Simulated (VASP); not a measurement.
Here is the system:

```
CELL_PARAMETERS angstrom
      5.63166     0.00000     0.00000
      0.00000     5.63166     0.00000
      0.00000     0.00000     5.63166
ATOMIC_POSITIONS crystal
  Zn 0.50000 0.00000 0.50000
  Zn 0.50000 0.00000 0.00000
  Zn 0.50000 0.50000 0.00000
  Zn 0.00000 0.50000 0.00000
  Zn 0.00000 0.50000 0.50000
  Zn 0.00000 0.00000 0.50000
  P  0.25000 0.75000 0.75000
  P  0.75000 0.75000 0.25000
  P  0.75000 0.25000 0.75000
  P  0.25000 0.25000 0.25000
```

Computed with r2SCAN meta-GGA, VASP's PBE PAW potentials (set 64) (plane waves; VASP). Numerical set-up: 400 eV cut-off, 6×6×6 Γ-centred mesh, tetrahedra with Blöchl corrections, potentials Zn P.

**Question.** What does the run give for the energy per atom (σ→0), band gap (over mesh and band path) with the smallest direct gap where there is one?

**Answer.** 
```yaml
band gap (over mesh and band path): none (metal, semimetal or under 0.01 eV)
energy per atom (σ→0): -9.003 eV/atom
```

Only differences to runs with the same potentials and settings are physical.

The structure comes from a computed database's Zn3P2 entry (Pn-3m); how it stands against other phases isn't given here. It was relaxed first.
